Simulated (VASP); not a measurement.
A VASP calculation is set up with these files.

POSCAR:
```
Mn
2.4446520
  0.9999999627   0.0000000087   0.0000000000
 -0.5000001707   0.8660255239   0.0000000000
  0.0000000000   0.0000000000   1.6222458886
Mn
2
Cart
 -0.0000006263   0.5773506408   0.4055614721
  0.5000004182   0.2886748918   1.2166844164
```

**KPOINTS**
```
Automatic mesh
0
Gamma
19 19 10
0 0 0
```

### INCAR
```
SYSTEM = Mn
PREC = Accurate
ENCUT = 400
EDIFF = 1E-7
NELM = 100
ALGO = Normal
LREAL = .FALSE.
LASPH = .TRUE.
ISMEAR = -5
GGA = PS
LMAXMIX = 4
LWAVE = .FALSE.
LCHARG = .TRUE.
LORBIT = 11
NEDOS = 601
ISIF = 2
```

POTCAR, in this order: Mn_pv (PBE.64 set). Program: vasp_std.

Problem. Write an equivalent input for Quantum ESPRESSO's pw.x.

Solution. One equivalent input (not run):
```
&CONTROL
  calculation = 'scf'
  pseudo_dir = './pseudo'
  outdir = './out'
  tprnfor = .true.
  tstress = .true.
/
&SYSTEM
  ibrav = 0
  nat = 2
  ntyp = 1
  ecutwfc = 96
  occupations = 'tetrahedra'
  input_dft = 'pbesol'
/
&ELECTRONS
  conv_thr = 7.3e-09
  electron_maxstep = 100
/
ATOMIC_SPECIES
  Mn 54.938 Mn.upf
CELL_PARAMETERS angstrom
     2.4446519    0.0000000   -0.0000000
    -1.2223264    2.1171310    0.0000000
     0.0000000    0.0000000    3.9658267
ATOMIC_POSITIONS crystal
  Mn   0.3333330  0.6666670  0.2500000
  Mn   0.6666670  0.3333330  0.7500000
K_POINTS automatic
  19 19 10 0 0 0
```
What does not carry over: the potentials are each code's own (VASP's PAW set, PseudoDojo norm-conserving files in pw.x), so ENCUT and ecutwfc are chosen apart and not converted; conv_thr bounds pw.x's estimated SCF error, while EDIFF bounds the energy change between steps.

The structure was generated: Mn was put into the hcp type (P6_3/mmc), which need not be its known phase. It was relaxed first, which changed the volume by -11 %.
